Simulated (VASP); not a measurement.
Data:

```
CELL_PARAMETERS angstrom
      4.23395     0.00000     0.00000
      0.00000     4.23395     0.00000
      0.00000     0.00000     4.23395
ATOMIC_POSITIONS crystal
  Cu 0.75000 0.25000 0.75000
  Cu 0.25000 0.75000 0.75000
  Cu 0.75000 0.75000 0.25000
  Cu 0.25000 0.25000 0.25000
  O  0.00000 0.00000 0.00000
  O  0.50000 0.50000 0.50000
```

Method: PBEsol GGA, VASP's PBE PAW potentials (set 64) (plane waves; VASP 6.6.1). Settings: 520 eV cut-off, 6×6×6 Γ-centred mesh, tetrahedra with Blöchl corrections, potentials Cu O.

**Question.** Predict the energy per atom (σ→0), band gap (on the k-mesh) with the smallest direct gap where there is one.

**Answer.** 
| Quantity | Value |
|---|---|
| band gap (on the k-mesh) | 0.55 eV |
| smallest direct gap (on the k-mesh) | 0.55 eV |
| energy per atom (σ→0) | -4.994 eV/atom |

The compound is Cu2O in the cuprite structure. It was relaxed first.
